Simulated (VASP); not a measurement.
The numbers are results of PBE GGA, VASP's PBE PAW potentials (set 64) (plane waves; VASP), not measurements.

VASP input:

File KPOINTS:
```
Automatic mesh
0
Gamma
9 9 5
0 0 0
```

INCAR:
```
ALGO  =  Normal
EDIFF  =  1E-6
ENCUT  =  300
GGA  =  PE
ISIF  =  2
ISMEAR  =  0
ISPIN  =  2
LASPH  =  .True.
LCHARG  =  .False.
LMAXMIX  =  6
LORBIT  =  11
LREAL  =  .False.
LWAVE  =  .False.
NELM  =  100
PREC  =  Accurate
SIGMA  =  0.1
SYSTEM  =  Dy
```

### POSCAR
```
Dy
3.5787290
  1.0000000000   0.0000000000   0.0000000000
 -0.5000001397   0.8660253403   0.0000000000
  0.0000000000   0.0000000000   1.5317284433
Dy
2
Cart
 -0.0000005931   0.5773505155   0.3829321108
  0.5000004534   0.2886748248   1.1487963324
```

POTCAR, in this order: Dy (PBE.64 set). Program: vasp_std. The INCAR's line for the spin-polarised start is left out here.

Task: What will the output report for the number of irreducible k-points (NKPTS), largest plane-wave count, number of space-group operations, FFT grid (NGX, NGY, NGZ)?

Result: 
```
Property                                      Result
--------------------------------------  ------------
number of irreducible k-points (NKPTS)            36
largest plane-wave count                         739
number of space-group operations                  24
FFT grid (NGX, NGY, NGZ)                20 × 20 × 32
```

The structure comes from a computed database's Dy entry; how it stands against other phases isn't given here. The cell was not relaxed at this level.
